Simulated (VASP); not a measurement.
These are RPBE GGA, VASP's PBE PAW potentials (set 64) (plane waves; VASP) values and carry that method's errors.

A VASP calculation is set up with these files.

### INCAR
```
# general
SYSTEM   =  PtS2
PREC     =  Accurate
ENCUT    =  520
LREAL    =  .FALSE.   # projection in real space or not
LASPH    =  .TRUE.   # aspherical one-centre terms

# electronic loop
EDIFF    =  1E-6   # SCF stop (eV)
NELM     =  100   # most electronic steps
ALGO     =  Normal   # blocked Davidson
LMAXMIX  =  6   # l cut-off of mixed one-centre charges

# smearing
ISMEAR   =  0
SIGMA    =  0.05   # width (eV)

# functional
GGA      =  RP

# ions
IBRION   =  2
NSW      =  60   # most ionic steps
ISIF     =  3   # ions, shape and volume
EDIFFG   =  -0.02

# output
LWAVE    =  .FALSE.
LCHARG   =  .FALSE.
```

POSCAR:
```
PtS2
1
    1.7981524364    -3.1144914529    -0.0000000000
    1.7981524364     3.1144914529     0.0000000000
   -0.0000000000    -0.0000000000     7.1194024442
Pt S
1 2
Direct
  1.0000000000   0.0000000000   0.0000000000
  0.3333330000   0.6666670000   0.1724655622
  0.6666670000   0.3333330000   0.8275344378
```

**KPOINTS**
```
Automatic
0
G
  7 7 3
0 0 0
```

POTCAR, in this order: Pt S (PBE.64 set). Program: vasp_std.

Output

### OUTCAR
```
 ion  position               nearest neighbor table
   1  0.000  0.000  0.000-   2 2.41   3 2.41   3 2.41   2 2.41   3 2.41   2 2.41
   2  0.333  0.667  0.172-   1 2.41   1 2.41   1 2.41
   3  0.667  0.333  0.828-   1 2.41   1 2.41   1 2.41
  LATTYP: Found a hexagonal cell.
 ALAT       =     3.5963049363
 C/A-ratio  =     1.9796437094
 Subroutine PRICEL returns:
 Original cell was already a primitive cell.
 Subroutine GETGRP returns: Found 12 space group operations
The static configuration has the point symmetry D_3d.
The dynamic configuration has the point symmetry D_3d.
 Subroutine INISYM returns: Found 12 space group operations
 Subroutine IBZKPT returns following result:
 Found     20 irreducible k-points:

 Following reciprocal coordinates:
            Coordinates               Weight
  0.000000  0.000000  0.000000      1.000000
  0.142857  0.000000  0.000000      6.000000
  0.285714  0.000000  0.000000      6.000000
  0.428571 -0.000000  0.000000      6.000000
  0.142857  0.142857  0.000000      6.000000
  0.285714  0.142857  0.000000     12.000000
  0.428571  0.142857  0.000000      6.000000
  0.285714  0.285714  0.000000      6.000000
  0.000000  0.000000  0.333333      2.000000
  0.142857  0.000000  0.333333      6.000000
  0.000000  0.142857  0.333333      6.000000
  0.285714  0.000000  0.333333      6.000000
  0.000000  0.285714  0.333333      6.000000
  0.428571 -0.000000  0.333333      6.000000
 -0.000000  0.428571  0.333333      6.000000
  0.142857  0.142857  0.333333     12.000000
  0.285714  0.142857  0.333333     12.000000
 -0.142857  0.428571  0.333333     12.000000
  0.428571  0.142857  0.333333     12.000000
  0.285714  0.285714  0.333333     12.000000
   k-points           NKPTS =     20   k-points in BZ     NKDIM =     20   number of bands    NBANDS=     15
   number of dos      NEDOS =    301   number of ions     NIONS =      3
...
```

### OSZICAR
```
       N       E                     dE             d eps       ncg     rms          rms(c)
DAV:   1     0.133618207115E+03    0.13362E+03   -0.99922E+03   600   0.125E+03
DAV:   2    -0.801524356397E+01   -0.14163E+03   -0.13825E+03   754   0.246E+02
DAV:   3    -0.154667412116E+02   -0.74515E+01   -0.74015E+01   775   0.612E+01
DAV:   4    -0.155896247569E+02   -0.12288E+00   -0.12281E+00   815   0.840E+00
DAV:   5    -0.155925593783E+02   -0.29346E-02   -0.29345E-02   826   0.121E+00    0.172E+01
DAV:   6    -0.145313051868E+02    0.10613E+01   -0.77650E+00   600   0.287E+01    0.116E+01
DAV:   7    -0.142984962699E+02    0.23281E+00   -0.14302E+00   600   0.134E+01    0.563E+00
DAV:   8    -0.142880164273E+02    0.10480E-01   -0.10590E-01   740   0.239E+00    0.112E+00
DAV:   9    -0.142825806833E+02    0.54357E-02   -0.17656E-02   754   0.150E+00    0.263E-01
DAV:  10    -0.142830192795E+02   -0.43860E-03   -0.30139E-03   838   0.390E-01    0.888E-02
DAV:  11    -0.142830830832E+02   -0.63804E-04   -0.11367E-04   799   0.984E-02    0.478E-02
DAV:  12    -0.142830937418E+02   -0.10659E-04   -0.34382E-05   810   0.518E-02    0.137E-02
DAV:  13    -0.142830958345E+02   -0.20927E-05   -0.41576E-06   775   0.165E-02    0.464E-03
DAV:  14    -0.142830963090E+02   -0.47449E-06   -0.60433E-07   601   0.662E-03
   1 F= -.14283096E+02 E0= -.14283096E+02  d E =-.142831E+02
```

OUTCAR:
```
------------------------ aborting loop because EDIFF is reached ----------------------------------------
  FORCE on cell =-STRESS in cart. coord.  units (eV):
  Direction    XX          YY          ZZ          XY          YZ          ZX
  --------------------------------------------------------------------------------------
  Total       -0.0062543     -0.0062543      0.0380598      0.0000000      0.0000000     -0.0000000
  in kB       -0.1256619     -0.1256619      0.7646976      0.0000000      0.0000000     -0.0000000
  external PRESSURE =       0.1711246 kB  Pullay stress =       0.0000000 kB
  volume of cell :       79.74
      direct lattice vectors                 reciprocal lattice vectors
     1.798152436 -3.114491453  0.000000000     0.278063189 -0.160539853  0.000000000
     1.798152436  3.114491453  0.000000000     0.278063189  0.160539853  0.000000000
     0.000000000  0.000000000  7.119402444     0.000000000  0.000000000  0.140461227
 POSITION                                       TOTAL-FORCE (eV/Angst)
 -----------------------------------------------------------------------------------
      0.00000      0.00000      0.00000         0.000000     -0.000000     -0.000000
      1.79815      1.03817      1.22785        -0.000000     -0.000000      0.009814
      1.79815     -1.03817      5.89155        -0.000000      0.000000     -0.009814
 -----------------------------------------------------------------------------------
    total drift:                                0.000000      0.000000      0.000000
  FREE ENERGIE OF THE ION-ELECTRON SYSTEM (eV)
  ---------------------------------------------------
  free  energy   TOTEN  =       -14.2830963090 eV

  energy  without entropy=      -14.2830963090  energy(sigma->0) =      -14.28309631

 reached required accuracy - stopping structural energy minimisation
```
(Selected blocks of OUTCAR.)

Without a dispersion term in the relaxation, distances and binding between the weakly bound layers, chains or molecules are unreliable, and so is what depends on them.

The compound is PtS2 in the 1T layered structure. It was relaxed first, which changed the volume by +46 %. The start is the result of an earlier pass.
